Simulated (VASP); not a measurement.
Given:

```xyz
3
Lattice="1.5824 -2.7409 0.0000 1.5824 2.7409 0.0000 0.0000 0.0000 3.5411" Properties=species:S:1:pos:R:3 pbc="T T T"
Zr     0.0000     0.0000     3.5411
B      1.5824     0.9136     1.7705
B      1.5824    -0.9136     1.7705
```

Computed with optB86b-vdW, VASP's PBE PAW potentials (set 64) (plane waves; VASP). Settings: 520 eV cut-off, Gaussian smearing of 0.050 eV, potentials Zr_sv B.

Question: Give the energies of bands 6 to 12 at the high-symmetry points, in eV from the Fermi level.

Answer: 
```
band      Γ      M      K      A      L      H
----  -----  -----  -----  -----  -----  -----
6     -2.78  -8.65  -7.92  -7.10  -7.15  -8.89
7     -2.78  -4.08  -7.05  -1.13  -4.75  -5.08
8     -2.76  -3.21  -2.63  -1.13  -4.29  -2.82
9     -2.53  -2.84  -2.63   0.21  -2.14  -2.82
10     3.22   2.06   1.38   0.21   3.50   3.85
11     3.22   2.13   1.38   0.60   3.98   5.82
12     3.95   4.75   2.99   0.60   5.11   5.82
```

It has no gap at this level: it comes out as a metal or semimetal.

The compound is ZrB2 in the AlB2 type structure. It was relaxed first.
